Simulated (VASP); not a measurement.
Consider the following.

```xyz
12
Lattice="6.1156 0.0000 0.0000 0.0000 4.3244 0.0000 0.0000 0.0000 28.0115" Properties=species:S:1:pos:R:3 pbc="T T T"
Ga     5.7545     0.0000    18.8939
Ga     3.1957     2.1622    17.3551
Ga     0.1022     0.0000    15.0358
Ga     3.1600     2.1622    12.9757
Ga     0.1379     0.0000    10.6564
Ga     2.6967     2.1622     9.1176
Sb     1.6542     0.0000    17.2075
Sb     4.4855     2.1622    19.6972
Sb     1.6258     0.0000    12.8709
Sb     4.6836     2.1622    15.1406
Sb     1.4277     0.0000     8.3143
Sb     4.7120     2.1622    10.8040
```

Computed with PBEsol GGA, VASP's PBE PAW potentials (set 64) (plane waves; VASP). Settings: PREC = Normal, 400 eV cut-off, 4×5×1 Γ-centred mesh, Gaussian smearing of 0.050 eV, potentials Ga_d Sb.

Q: What does the run give for the energy per atom (σ→0)?

A: 
```yaml
energy per atom (σ→0): -3.914 eV/atom
```

Only differences to runs with the same potentials and settings are physical.

The cell is a thin slab with vacuum, built from GaSb (zinc blende): (110) face.
